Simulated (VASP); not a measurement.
Crystal: SrMg6Sn.

```xyz
8
Lattice="5.2594 0.0000 0.0000 0.0000 3.2787 6.0624 0.0000 -3.2787 6.0624" Properties=species:S:1:pos:R:3 pbc="T T T"
Sn    2.6297    0.0000    1.9764
Sr    2.6297    0.0000    8.1345
Mg    0.0000    0.0000   10.2167
Mg    0.0000    0.0000    4.0532
Mg    0.0000   -1.6959    6.9835
Mg    0.0000    1.6959    6.9835
Mg    2.6297   -1.6481    5.0758
Mg    2.6297    1.6481    5.0758
```

The cell comes from a database or a generator and needn't be the stable form of this composition.

```yaml
Program: VASP 6.6.1
Task: single point
Functional: PBE
Potentials_or_basis: VASP PAW PBE potentials, release 64 (Sn_d, Sr_sv, Mg)
Cutoff: 520 eV
k_mesh: 5 × 5 × 5
Occupations: fermi-dirac, width 0.05 eV
Spin: no spin polarisation
```

On this cell: pressure -0.1 GPa; largest force 0.071 eV/Å; band gap on the k mesh none (metal or under the smearing width).

The same run follows on a disturbed copy (atoms moved at random, drawn with an rms of 0.05 Å):

```
Sn Sr Mg
1.0
     5.25936    0.00000    0.00000
     0.00000    3.27868    6.06243
     0.00000   -3.27868    6.06243
Sn Sr Mg
1 1 6
Direct
  0.49569 0.17078 0.16347
  0.50486 0.66983 0.67321
  0.00306 0.84511 0.84710
  0.99510 0.33788 0.33893
  0.99987 0.32172 0.82314
  0.99773 0.83495 0.31550
  0.49788 0.17140 0.66113
  0.50416 0.67106 0.16010
```

Q: What does the disturbed cell give?

A: The energy (extrapolated to zero smearing) moves by +3.0 meV/atom; pressure -0.1 GPa; largest force 0.243 eV/Å; band gap on the k mesh none (metal or under the smearing width).

Forces on the atoms (eV/Å):
```
Sn   0.024 -0.131 -0.134
Sr  -0.126  0.208 -0.003
Mg  -0.001  0.042 -0.034
Mg   0.040  0.037 -0.138
Mg   0.030 -0.104  0.026
Mg   0.079  0.048  0.024
Mg   0.018 -0.053  0.072
Mg  -0.063 -0.046  0.187
```

Stress tensor (GPa, compression positive):
```
-0.45  0.03 -0.08
 0.03  0.04 -0.01
-0.08 -0.01  0.14
```
